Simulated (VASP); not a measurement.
All values below come from PBE GGA with D3 dispersion (Becke-Johnson damping), VASP's PBE PAW potentials (set 64) (plane waves; VASP 6.6.1).

A VASP calculation is set up with these files.

**KPOINTS**
```
Automatic mesh
0
Gamma
10 10 10
0 0 0
```

**INCAR**
```
SYSTEM = PtAl2
PREC = Accurate
ENCUT = 520
EDIFF = 1E-7
NELM = 100
ALGO = Normal
LREAL = .FALSE.
LASPH = .TRUE.
ISMEAR = -5
GGA = PE
IVDW = 12
LMAXMIX = 6
LWAVE = .FALSE.
LCHARG = .TRUE.
LORBIT = 11
NEDOS = 601
ISIF = 2
LEFG = .TRUE.
```

**POSCAR**
```
PtAl2
1
    0.0000000000     2.9407061879     2.9407061879
    2.9407061879     0.0000000000     2.9407061879
    2.9407061879     2.9407061879     0.0000000000
Al Pt
2 1
Direct
  0.2500000000   0.2500000000   0.2500000000
  0.7500000000   0.7500000000   0.7500000000
  0.0000000000   0.0000000000   0.0000000000
```

POTCAR, in this order: Al Pt (PBE.64 set). Program: vasp_std.

Unless said otherwise, spin-orbit coupling is left out, though it shifts the bands of the heavy elements here.

Task: Estimate the energy per atom (σ→0), dispersion energy, band gap (on the k-mesh).

Result: 
| Property | Result |
|---|---|
| energy per atom (σ→0) | -5.846 eV/atom |
| dispersion energy | -1.303 eV |
| band gap (on the k-mesh) | none (metal, semimetal or under 0.01 eV) |

### OSZICAR
```
...
DAV:   9    -0.162338912288E+02   -0.64740E-04   -0.18075E-03  1372   0.418E-01    0.163E-01
DAV:  10    -0.162340270901E+02   -0.13586E-03   -0.32401E-04  1264   0.153E-01    0.175E-02
DAV:  11    -0.162340277841E+02   -0.69393E-06   -0.17745E-05  1372   0.455E-02    0.785E-03
DAV:  12    -0.162340299033E+02   -0.21192E-05   -0.53495E-06  1232   0.179E-02    0.234E-03
DAV:  13    -0.162340290273E+02    0.87591E-06   -0.63633E-07  1384   0.827E-03    0.631E-04
DAV:  14    -0.162340291302E+02   -0.10283E-06   -0.20378E-08   764   0.133E-03    0.142E-04
DAV:  15    -0.162340291320E+02   -0.18663E-08   -0.11933E-09   720   0.337E-04
   1 F= -.17537328E+02 E0= -.17537328E+02  d E =0.000000E+00
```

The compound is PtAl2 in the fluorite structure. It was relaxed first.
